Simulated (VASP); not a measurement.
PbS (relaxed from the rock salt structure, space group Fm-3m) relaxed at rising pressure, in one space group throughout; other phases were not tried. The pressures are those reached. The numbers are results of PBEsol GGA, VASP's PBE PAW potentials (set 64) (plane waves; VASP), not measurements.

| P (GPa) | V (Å³/atom) | k-mesh |
|---|---|---|
| 0.05 | 25.666 | 8×8×8 |
| 4.93 | 23.878 | 8×8×8 |
| 9.94 | 22.583 | 8×8×8 |
| 19.97 | 20.736 | 8×8×8 |
| 30.16 | 19.429 | 9×9×9 |

A change of mesh leaves a small step in the series.

Q: Fit an equation of state and predict the volume at 45.10 GPa.

A: Least squares on the third-order Birch-Murnaghan form, P = (3B0/2)(y⁷ − y⁵)[1 + (3/4)(B′ − 4)(y² − 1)] with y = (V0/V)^(1/3), gives V0 = 25.683 Å³/atom, B0 = 58 GPa and B′ = 4.4, and so 18.044 Å³/atom. The run gave 17.961 Å³/atom, -0.5 % from the fit.

Pressures at which the relaxation failed are left out.

The structure was generated: PbS was put into the rock salt type (Fm-3m), which need not be its known phase.
